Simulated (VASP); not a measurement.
Output of a VASP run:

**OSZICAR**
```
       N       E                     dE             d eps       ncg     rms          rms(c)
DAV:   1    -0.496458623231E+01   -0.49646E+01   -0.86149E+02  1120   0.314E+02
DAV:   2    -0.689053143378E+01   -0.19259E+01   -0.18816E+01  1365   0.309E+01
DAV:   3    -0.690648038182E+01   -0.15949E-01   -0.14771E-01  1410   0.325E+00
DAV:   4    -0.690652850319E+01   -0.48121E-04   -0.48120E-04  1365   0.176E-01
DAV:   5    -0.690652884168E+01   -0.33850E-06   -0.33891E-06  1435   0.124E-02    0.308E+00
DAV:   6    -0.672047888305E+01    0.18605E+00   -0.10048E-01  1415   0.224E+00    0.193E+00
DAV:   7    -0.700551898572E+01   -0.28504E+00   -0.74865E-02  1285   0.199E+00    0.717E-01
DAV:   8    -0.667484472903E+01    0.33067E+00   -0.10035E-01  1280   0.227E+00    0.225E-01
DAV:   9    -0.673329063821E+01   -0.58446E-01   -0.45448E-02  1085   0.122E+00    0.116E-01
DAV:  10    -0.673462796272E+01   -0.13373E-02   -0.12337E-03  1475   0.306E-01    0.181E-01
DAV:  11    -0.673560572202E+01   -0.97776E-03   -0.11895E-04  1335   0.907E-02    0.145E-01
DAV:  12    -0.673362783341E+01    0.19779E-02   -0.50234E-04  1270   0.164E-01    0.536E-02
DAV:  13    -0.673362763094E+01    0.20246E-06   -0.37538E-05  1450   0.610E-02    0.451E-02
DAV:  14    -0.673363938869E+01   -0.11758E-04   -0.38395E-06  1095   0.229E-02    0.482E-02
DAV:  15    -0.673362970953E+01    0.96792E-05   -0.87745E-06  1105   0.298E-02    0.592E-02
DAV:  16    -0.673362807742E+01    0.16321E-05   -0.11321E-05  1315   0.346E-02    0.617E-02
DAV:  17    -0.673362842773E+01   -0.35031E-06   -0.51944E-07   810   0.803E-03
   1 F= -.67336284E+01 E0= -.67334718E+01  d E =-.673363E+01
```

OUTCAR:
```
------------------------ aborting loop because EDIFF is reached ----------------------------------------
  FORCE on cell =-STRESS in cart. coord.  units (eV):
  Direction    XX          YY          ZZ          XY          YZ          ZX
  --------------------------------------------------------------------------------------
  Total        0.0035250      0.0035250      0.0035250     -0.0000000      0.0000000      0.0000000
  in kB        0.3576972      0.3576972      0.3576972     -0.0000000      0.0000000      0.0000000
  external PRESSURE =       0.3576972 kB  Pullay stress =       0.0000000 kB
  volume of cell :       15.79
      direct lattice vectors                 reciprocal lattice vectors
     0.000000000  1.991173763  1.991173763    -0.251108170  0.251108170  0.251108170
     1.991173763  0.000000000  1.991173763     0.251108170 -0.251108170  0.251108170
     1.991173763  1.991173763  0.000000000     0.251108170  0.251108170 -0.251108170
 POSITION                                       TOTAL-FORCE (eV/Angst)
 -----------------------------------------------------------------------------------
      0.00000      0.00000      0.00000         0.000000      0.000000      0.000000
 -----------------------------------------------------------------------------------
    total drift:                                0.000000      0.000000     -0.000000
  FREE ENERGIE OF THE ION-ELECTRON SYSTEM (eV)
  ---------------------------------------------------
  free  energy   TOTEN  =        -6.7336284277 eV

  energy  without entropy=       -6.7331585740  energy(sigma->0) =       -6.73347181

 reached required accuracy - stopping structural energy minimisation
```
(Selected blocks of OUTCAR.)

File POSCAR:
```
Al
1
   -0.0000000000     1.9911737627     1.9911737627
    1.9911737627     0.0000000000     1.9911737627
    1.9911737627     1.9911737627    -0.0000000000
Al
1
Direct
  0.0000000000   0.0000000000   0.0000000000
```

Task: Write an INCAR and KPOINTS that could have produced this output.

Result: Several could match; the one computed here: the input of the run itself, r2SCAN meta-GGA, plane waves, VASP's PBE PAW potentials (set 64).

**KPOINTS**
```
Automatic mesh
0
Gamma
14 14 14
0 0 0
```

INCAR:
```
SYSTEM = Al
PREC = Accurate; ENCUT = 480; LREAL = F
LASPH = T
EDIFF = 1E-6; NELM = 100; ALGO = Normal
LMIXTAU = T
ISMEAR = 1; SIGMA = 0.1
METAGGA = R2SCAN
IBRION = 2; NSW = 60; ISIF = 3
EDIFFG = -0.01
LWAVE = F; LCHARG = F
```

POTCAR, in this order: Al (PBE.64 set). Program: vasp_std.

The compound is Al in the fcc structure. It was relaxed first. The start is the result of an earlier pass.
